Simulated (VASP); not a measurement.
Here is the system:

```yaml
crystal:
  lattice:
    - [2.70125, 0.00000, 0.00000]
    - [-2.70125, 2.70125, 0.00000]
    - [0.00000, 0.00000, 19.70000]
  atoms:
    - { symbol: Rh, position: [0.00000, 0.00000, 0.45178] }
    - { symbol: Rh, position: [0.00000, 0.50000, 0.35533] }
    - { symbol: Rh, position: [0.00000, 0.00000, 0.64467] }
    - { symbol: Rh, position: [0.00000, 0.50000, 0.54822] }
```

Level of theory: PBE GGA, VASP's PBE PAW potentials (set 64) (plane waves; VASP). Settings: 300 eV cut-off, 8×6×1 Γ-centred mesh, Gaussian smearing of 0.14 eV, potentials Rh_pv.

At this cut-off the stress carries a Pulay error, which pulls relaxed volumes low. The cell holds a wide vacuum, so values per volume refer to the whole cell.

Q: Which forces act on the atoms, in eV/Å?

A: 
| atom | Fx | Fy | Fz |
|---|---|---|---|
| Rh1 | 0.000 | 0.000 | -0.464 |
| Rh2 | 0.000 | 0.000 | 0.359 |
| Rh3 | 0.000 | 0.000 | -0.359 |
| Rh4 | 0.000 | 0.000 | 0.464 |

Q: Give the stress tensor in GPa (positive for a compressed cell).

A: 
```
-3.15   0.00   0.00
 0.00  -3.15   0.00
 0.00   0.00  -1.45
```
The pressure is its mean diagonal, -2.58 GPa.

The cell is a sheet with vacuum, built from a generated structure.
